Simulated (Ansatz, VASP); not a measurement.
**NbB2 in VASP and in Ansatz**

INCAR

```
  PREC = Accurate
  ENCUT = 520
  EDIFF = 1E-6
  ISMEAR = 0
  SIGMA = 0.15
  LREAL = False
  LASPH = True
  NELM = 60
  ALGO = Normal
  ISIF = 2
  LWAVE = False
  LCHARG = False
  GGA = CA
  NBANDS = 16
```

KPOINTS

```
Automatic mesh
0
Gamma
  18 18 14
```

Contents of POSCAR:

```
NbB2
1.0
    2.9183819260      0.0000000000      0.0000000000
   -1.4591909630      2.5273928859      0.0000000000
    0.0000000000      0.0000000000      3.1172555950
Nb B
1 2
Direct
    0.0000000000      0.0000000000      0.0000000000
    0.3333333333      0.6666666667      0.5000000000
    0.6666666667      0.3333333333      0.5000000000
```

Input for Ansatz:

```yaml
crystal:
  lattice:
    - [2.918381926, 0.0, 0.0]
    - [-1.459190963, 2.5273928859, 0.0]
    - [0.0, 0.0, 3.117255595]
  atoms:
    - { symbol: Nb, position: [0.0, 0.0, 0.0] }
    - { symbol: B, position: [0.3333333333, 0.6666666667, 0.5] }
    - { symbol: B, position: [0.6666666667, 0.3333333333, 0.5] }
basis:
  ecutwfc: 420
kpoints:
  mp_grid: { grid: [18, 18, 14] }
hamiltonian:
  xc: lda
scf:
  occupations: { method: gaussian, width: 0.15 }
output:
  forces: true
  stress: true
  eigenvalues: true
```

Change from the starting cell: strain -0.050 along x and y, -0.050 along z, atoms carried along.

Alike in both runs: task single point; functional LDA; k mesh 18 × 18 × 14; occupations gaussian, width 0.15 eV; no spin polarisation.

|  | VASP | Ansatz |
| --- | --- | --- |
| version | VASP 6.6.1 | Ansatz 0.2.0 |
| potentials or method | VASP PAW LDA potentials, release 64 (Nb_sv, B) | scalar-relativistic, plane waves, PAW |
| plane-wave cutoff (eV) | 520 | 420 |
| valence electrons in the cell | 19 | 19 |

VASP gave:

```
gap on the k mesh at the Fermi level (eV)       : none
pressure (GPa)                                  : 65.7
largest component of the traceless stress (GPa) : 3.65
```

Task: What did Ansatz give for the same quantities?

Result: gap on the k mesh at the Fermi level (eV): none; pressure (GPa): 65.5; largest component of the traceless stress (GPa): 3.46.

A gap of «none» marks a metal or a gap that the smearing closes.

Caveats: the cell as given lies far from equilibrium; so large a pressure means that the cell lies far from this level's equilibrium, or that cutoff or potentials fall short (VASP).
